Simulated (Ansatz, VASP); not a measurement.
# Cross-check of Ru (Ruthenium) between VASP and Ansatz

Wanted: the spread between two codes on one cell, functional and k mesh. The cell is taken from a series of runs on this material, whose earlier steps may have relaxed, scaled, displaced or heated it; both programs get it as it stands.

Method: plane waves, with VASP 6.6.1 beside it; PBEsol, in Ansatz 0.2.0.

### Step 1. The starting structure

It takes space group P6_3/mmc (No. 194, hexagonal). Conventional cell: a = 2.798 Å, b = 2.798 Å, c = 4.154 Å, α = 90.00°, β = 90.00°, γ = 120.00°. Nearest to Ru lie 12 Ru at 2.63 to 2.80 Å.

### Step 2. VASP: zone-centre phonons, PBEsol

Second derivatives magnify differences that forces hide, and they need a tight electronic threshold.

Lines of VASP's logs that name or quote its potential files are left out, and so is its time.

File INCAR:

```
SYSTEM = Ru
PREC = Accurate
ENCUT = 500
EDIFF = 1E-08
NELM = 120
ISMEAR = 1
SIGMA = 0.2
LREAL = .FALSE.
ALGO = Normal
GGA = PS
NBANDS = 20
LASPH = .TRUE.
LORBIT = 11
LWAVE = .FALSE.
LCHARG = .FALSE.
ISIF = 2
IBRION = 8
GGA_COMPAT = .FALSE.
KPAR = 2
```

File POSCAR:

```
Ru
1.0
    2.7981191290      0.0000000000      0.0000000000
   -1.3990595645      2.4232422485      0.0000000000
    0.0000000000      0.0000000000      4.1540185431
Ru
2
Direct
    0.3333333334      0.6666666668      0.2500000000
    0.6666666668      0.3333333334      0.7500000000
```

File KPOINTS:

```
Automatic mesh
0
Gamma
18 18 12
0 0 0
```

Potentials, in the order of the species: Ru_pv (PBE family, release 64).

The run is started by

```bash
$ mpirun -np 2 vasp_std
```

Numbers of over 12 decimals in the logs are rounded to 6 here.

Log:

```text
[banner, memory and clock lines left out]
running    2 mpi-ranks, on    1 nodes
 distrk:  each k-point on    1 cores,    2 groups
 distr:  one band on    1 cores,    1 groups

 POSCAR found type information on POSCAR Ru
 POSCAR found :  1 types and       2 ions
|                                                                             |
|               ----> ADVICE to this user running VASP <----                  |
|                                                                             |
|     You enforced a specific xc type in the INCAR file but a different       |
|     [... a line on the potential file left out ...]
|     I HOPE YOU KNOW WHAT YOU ARE DOING!                                     |
|                                                                             |

 LDA part: xc-table for (Slater+PW92), standard interpolation
 POSCAR, INCAR and KPOINTS ok, starting setup
 FFT: planning ... GRIDC
 FFT: planning ... GRID_SOFT
 FFT: planning ... GRID
 WAVECAR not read
 entering main loop
       N       E                     dE             d eps       ncg     rms          rms(c)
DAV:   1     0.279180080106E+03    0.27918E+03   -0.17320E+04 10400   0.150E+03
DAV:   2    -0.158834709282E+02   -0.29506E+03   -0.28696E+03 10724   0.450E+02
DAV:   3    -0.217654858211E+02   -0.58820E+01   -0.58348E+01 11820   0.706E+01
DAV:   4    -0.218128301980E+02   -0.47344E-01   -0.47308E-01 13548   0.593E+00
DAV:   5    -0.218134997734E+02   -0.66958E-03   -0.66790E-03 11612   0.603E-01    0.179E+01
DAV:   6    -0.202637962789E+02    0.15497E+01   -0.37632E+00 11900   0.192E+01    0.409E+00
DAV:   7    -0.201879971269E+02    0.75799E-01   -0.49633E-01 12056   0.502E+00    0.904E-01
DAV:   8    -0.201800145393E+02    0.79826E-02   -0.22517E-02 11480   0.113E+00    0.374E-01
DAV:   9    -0.201786709681E+02    0.13436E-02   -0.20349E-03 12000   0.499E-01    0.374E-02
DAV:  10    -0.201786684436E+02    0.25245E-05   -0.12188E-04 11696   0.112E-01    0.191E-02
DAV:  11    -0.201786709070E+02   -0.24634E-05   -0.50468E-06 12188   0.211E-02    0.191E-03
DAV:  12    -0.201786706763E+02    0.23072E-06   -0.20543E-07 12020   0.396E-03    0.113E-03
DAV:  13    -0.201786706516E+02    0.24616E-07   -0.13549E-08  8012   0.118E-03    0.424E-04
DAV:  14    -0.201786706609E+02   -0.92700E-08   -0.16934E-09  7360   0.399E-04
   1 F= -.20178671E+02 E0= -.20178596E+02  d E =-.222873E-03
 Linear response reoptimize wavefunctions to high precision
DAV:   1    -0.201786706632E+02   -0.23106E-08   -0.10750E-10  7312   0.105E-04
DAV:   2    -0.201786706632E+02   -0.13642E-11   -0.13117E-11  7000   0.299E-05
 Linear response DOF=           2
 Linear response progress:
  Degree of freedom:   1/  2
       N       E                     dE             d eps       ncg     rms          rms(c)
RMM:   1    -0.523761981768E+00   -0.52376E+00    0.30600E+00 46349   0.598E+01
RMM:   2    -0.624858768799E+00   -0.10110E+00   -0.12011E-01 63844   0.294E+00    0.142E-01
RMM:   3    -0.623836704341E+00    0.10221E-02   -0.39624E-03 74624   0.503E-01    0.676E-02
RMM:   4    -0.622479582471E+00    0.13571E-02   -0.53768E-04 75235   0.180E-01    0.243E-02
RMM:   5    -0.622349377573E+00    0.13020E-03   -0.58673E-05 87871   0.465E-02    0.112E-02
RMM:   6    -0.622240955994E+00    0.10842E-03   -0.50004E-05 79022   0.142E-02    0.647E-03
RMM:   7    -0.622233992945E+00    0.69630E-05   -0.44215E-05 78693   0.799E-03    0.810E-04
RMM:   8    -0.622249174685E+00   -0.15182E-04   -0.27634E-05 98889   0.295E-03    0.383E-04
RMM:   9    -0.622256555173E+00   -0.73805E-05   -0.16166E-05 93426   0.136E-03    0.116E-04
RMM:  10    -0.622257629154E+00   -0.10740E-05   -0.93218E-06101243   0.916E-04    0.308E-05
RMM:  11    -0.622257946195E+00   -0.31704E-06   -0.53941E-06 95114   0.680E-04    0.134E-05
RMM:  12    -0.622258094975E+00   -0.14878E-06   -0.34200E-06 95258   0.572E-04    0.760E-06
RMM:  13    -0.622257921380E+00    0.17359E-06   -0.20932E-06 98368   0.501E-04    0.390E-06
RMM:  14    -0.622257953823E+00   -0.32442E-07   -0.14317E-06100782   0.460E-04    0.296E-06
RMM:  15    -0.622258044674E+00   -0.90851E-07   -0.95945E-07 98836   0.439E-04    0.125E-06
RMM:  16    -0.622258025576E+00    0.19098E-07   -0.71926E-07100711   0.423E-04    0.109E-06
RMM:  17    -0.622258043321E+00   -0.17745E-07   -0.52301E-07104054   0.414E-04    0.567E-07
RMM:  18    -0.622258047112E+00   -0.37910E-08   -0.42496E-07 92920   0.408E-04    0.498E-07
RMM:  19    -0.622258055004E+00   -0.78918E-08   -0.33442E-07 96819   0.405E-04    0.338E-07
RMM:  20    -0.622258061807E+00   -0.68026E-08   -0.29591E-07 93859   0.403E-04    0.852E-08
 first order change of Fermi-energy   0.47111E-05
 force on displaced ion       1 direction 1 :  -7.615   0.001   0.000
 Linear response progress:
  Degree of freedom:   2/  2
       N       E                     dE             d eps       ncg     rms          rms(c)
RMM:   1    -0.620253111802E+00   -0.62025E+00    0.33421E+00 15972   0.603E+01
RMM:   2    -0.732326889066E+00   -0.11207E+00   -0.13148E-01 22322   0.301E+00    0.147E-01
RMM:   3    -0.731893663978E+00    0.43323E-03   -0.58245E-04 25802   0.456E-01    0.756E-02
RMM:   4    -0.731192830271E+00    0.70083E-03   -0.29209E-06 25556   0.175E-01    0.228E-02
RMM:   5    -0.731060430221E+00    0.13240E-03    0.54866E-04 29707   0.546E-02    0.173E-02
RMM:   6    -0.731051905278E+00    0.85249E-05    0.13068E-04 26433   0.186E-02    0.112E-02
RMM:   7    -0.730976003234E+00    0.75902E-04    0.74456E-05 25386   0.109E-02    0.171E-03
RMM:   8    -0.730971895721E+00    0.41075E-05    0.57814E-05 31064   0.427E-03    0.701E-04
RMM:   9    -0.730978199257E+00   -0.63035E-05    0.45741E-05 30165   0.166E-03    0.972E-05
RMM:  10    -0.730980234548E+00   -0.20353E-05    0.28308E-05 31458   0.938E-04    0.519E-05
RMM:  11    -0.730982330377E+00   -0.20958E-05    0.16636E-05 32392   0.701E-04    0.130E-05
RMM:  12    -0.730982896265E+00   -0.56589E-06    0.11408E-05 32859   0.582E-04    0.533E-06
RMM:  13    -0.730983106045E+00   -0.20978E-06    0.89844E-06 34535   0.519E-04    0.192E-06
RMM:  14    -0.730983206772E+00   -0.10073E-06    0.79351E-06 34689   0.482E-04    0.113E-06
RMM:  15    -0.730983327464E+00   -0.12069E-06    0.65986E-06 33305   0.460E-04    0.127E-06
RMM:  16    -0.730983378817E+00   -0.51353E-07    0.60357E-06 30590   0.447E-04    0.174E-06
RMM:  17    -0.730983377931E+00    0.88644E-09    0.58486E-06 32713   0.439E-04    0.335E-06
RMM:  18    -0.730983381777E+00   -0.38462E-08    0.58915E-06 30633   0.434E-04    0.307E-06
RMM:  19    -0.730983391793E+00   -0.10016E-07    0.57900E-06 28470   0.430E-04    0.324E-06
RMM:  20    -0.730983392077E+00   -0.28404E-09    0.57212E-06 28363   0.428E-04    0.365E-06
 first order change of Fermi-energy   0.17607E-03
 force on displaced ion       1 direction 3 :   0.000   0.000 -13.719
 Linear response finished
```

OUTCAR, selected parts (step 2):

```text
ion  position               nearest neighbor table
   1  0.333  0.667  0.250-   2 2.63   2 2.63   2 2.63   2 2.63   2 2.63   2 2.63
   2  0.667  0.333  0.750-   1 2.63   1 2.63   1 2.63   1 2.63   1 2.63   1 2.63

  LATTYP: Found a hexagonal cell.
 ALAT       =     2.7981191290
 C/A-ratio  =     1.4845752992

 Subroutine GETGRP returns: Found 24 space group operations
 (whereof 12 operations were pure point group operations)

The static configuration has the point symmetry D_3d.
 The point group associated with its full space group is D_6h.

 Found    259 irreducible k-points:

   k-points           NKPTS =    259   k-points in BZ     NKDIM =    259   number of bands    NBANDS=     20

   dimension x,y,z NGX =    20 NGY =   20 NGZ =   30
   dimension x,y,z NGXF=    40 NGYF=   40 NGZF=   60

   ENCUT  =  500.0 eV  36.75 Ry    6.06 a.u.   5.10  5.10  7.57*2*pi/ulx,y,z

   NELECT =      28.0000    total number of electrons

 k-points in reciprocal lattice and weights: Automatic mesh
   0.00000000  0.00000000  0.00000000       0.000
   0.05555556  0.00000000  0.00000000       0.002
   0.11111111  0.00000000  0.00000000       0.002
   0.16666667  0.00000000  0.00000000       0.002
   0.22222222  0.00000000  0.00000000       0.002
   0.27777778  0.00000000  0.00000000       0.002
   0.33333333  0.00000000  0.00000000       0.002
   0.38888889  0.00000000  0.00000000       0.002
   0.44444444  0.00000000  0.00000000       0.002
[...]
0.33333333  0.27777778  0.50000000       0.003
   0.33333333  0.33333333  0.50000000       0.001

 average (electrostatic) potential at core
       1 -67.7533       2 -67.7533

  Total       -3.9563415     -3.9563415     -0.0251730     -0.0000000      0.0000000     -0.0000000
  in kB     -225.0468267   -225.0468267     -1.4319051     -0.0000000      0.0000000     -0.0000000
  external PRESSURE =    -150.5085195 kB  Pullay stress =       0.0000000 kB

  energy-cutoff  :      500.00
  volume of cell :       28.17
      direct lattice vectors                 reciprocal lattice vectors
     2.798119129  0.000000000  0.000000000     0.357382925  0.206335128  0.000000000
    -1.399059564  2.423242248  0.000000000     0.000000000  0.412670256  0.000000000
     0.000000000  0.000000000  4.154018543     0.000000000  0.000000000  0.240730750

 POSITION                                       TOTAL-FORCE (eV/Angst)
 -----------------------------------------------------------------------------------
      0.00000      1.61549      1.03850        -0.000000     -0.000000     -0.000000
      1.39906      0.80775      3.11551         0.000000      0.000000      0.000000
 -----------------------------------------------------------------------------------
    total drift:                               -0.000000     -0.000000      0.000000

 Eigenvectors and eigenvalues of the dynamical matrix
 ----------------------------------------------------

   1 f  =    8.145597 THz    51.180294 2PiTHz  271.707861 cm-1    33.687466 meV
             X         Y         Z           dx          dy          dz
      0.000000  1.615495  1.038505     0.000000    0.000000   -0.707107
      1.399060  0.807747  3.115514     0.000000    0.000000    0.707107

   2 f  =    6.068662 THz    38.130527 2PiTHz  202.428768 cm-1    25.097957 meV
             X         Y         Z           dx          dy          dz
      0.000000  1.615495  1.038505    -0.707107    0.000000    0.000000
      1.399060  0.807747  3.115514     0.707107    0.000000    0.000000

   3 f  =    6.068662 THz    38.130527 2PiTHz  202.428768 cm-1    25.097957 meV
             X         Y         Z           dx          dy          dz
      0.000000  1.615495  1.038505     0.000000   -0.707107    0.000000
      1.399060  0.807747  3.115514     0.000000    0.707107    0.000000

   4 f  =    0.000000 THz     0.000000 2PiTHz    0.000000 cm-1     0.000000 meV
             X         Y         Z           dx          dy          dz
      0.000000  1.615495  1.038505     0.707107    0.000000    0.000000
      1.399060  0.807747  3.115514     0.707107    0.000000    0.000000

   5 f  =    0.000000 THz     0.000000 2PiTHz    0.000000 cm-1     0.000000 meV
             X         Y         Z           dx          dy          dz
      0.000000  1.615495  1.038505     0.000000    0.707107    0.000000
      1.399060  0.807747  3.115514     0.000000    0.707107    0.000000

   6 f  =    0.000000 THz     0.000000 2PiTHz    0.000000 cm-1     0.000000 meV
             X         Y         Z           dx          dy          dz
      0.000000  1.615495  1.038505     0.000000    0.000000    0.707107
      1.399060  0.807747  3.115514     0.000000    0.000000    0.707107

 ELASTIC MODULI CONTR FROM IONIC RELAXATION (kBar)
 Direction    XX          YY          ZZ          XY          YZ          ZX
 --------------------------------------------------------------------------------
 XX         -30.3032     30.3032     -0.0000      0.0000      0.0000      0.0000
 YY          30.3032    -30.3032      0.0000     -0.0000      0.0000      0.0000
 ZZ          -0.0000      0.0000     -0.0000      0.0000      0.0000      0.0000
 XY           0.0000     -0.0000      0.0000    -30.3032      0.0000      0.0000
 YZ           0.0000      0.0000      0.0000      0.0000     -0.0000      0.0000
 ZX           0.0000      0.0000      0.0000      0.0000      0.0000      0.0000
 --------------------------------------------------------------------------------
```

(Continued in part 2 of 2.)

[Lines on the potential files, build, host, timing and source positions are cut from VASP's logs without a mark.]

[Logs are printed without paths, hosts, clocks, repeated set-up lines and the standing remarks that a program may print on its own settings, such as how far it seeks lower states.]

[Hosts, paths, dates, database ids (printed as entryN), source tags and the programs' standing remarks are cut or masked in the printed files.]
